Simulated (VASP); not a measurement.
Input:

```xyz
4
Lattice="2.3299 -4.0355 0.0000 2.3299 4.0355 0.0000 0.0000 0.0000 7.5757" Properties=species:S:1:pos:R:3 pbc="T T T"
Mg     2.3299    -1.3452     3.7860
Mg     2.3299     1.3452     7.5738
Te     2.3299    -1.3452     6.6382
Te     2.3299     1.3452     2.8504
```

The numbers are results of RPBE GGA, VASP's PBE PAW potentials (set 64) (plane waves; VASP 6.6.1), not measurements. Run with 520 eV cut-off, Gaussian smearing of 0.050 eV, potentials Mg Te.

Unless said otherwise, spin-orbit coupling is left out, though it shifts the bands of the heavy elements here.

**Question.** Give the energies of bands 3 to 11 at the high-symmetry points, in eV from the valence-band maximum.

**Answer.** 
| band | Γ | M | K | A | L | H |
|---|---|---|---|---|---|---|
| 3 | -3.00 | -2.85 | -2.40 | -1.85 | -2.93 | -2.75 |
| 4 | -0.46 | -2.43 | -2.40 | -1.85 | -2.93 | -2.75 |
| 5 | -0.46 | -1.79 | -2.12 | -0.25 | -0.81 | -1.74 |
| 6 | -0.01 | -1.13 | -1.28 | -0.25 | -0.81 | -1.74 |
| 7 | -0.01 | -0.89 | -1.28 | -0.25 | -0.81 | -0.58 |
| 8 | 0.00 | -0.41 | -1.23 | -0.25 | -0.81 | -0.58 |
| 9 | 2.40 | 3.30 | 3.78 | 3.40 | 3.32 | 3.91 |
| 10 | 2.98 | 3.87 | 5.47 | 3.40 | 3.32 | 3.91 |
| 11 | 5.27 | 4.37 | 5.47 | 5.53 | 4.34 | 5.28 |

The gap is direct, 2.40 eV, from the valence maximum at Γ to the conduction minimum at Γ.

The compound is MgTe in the wurtzite structure. It was relaxed first, which changed the volume by +8 %.
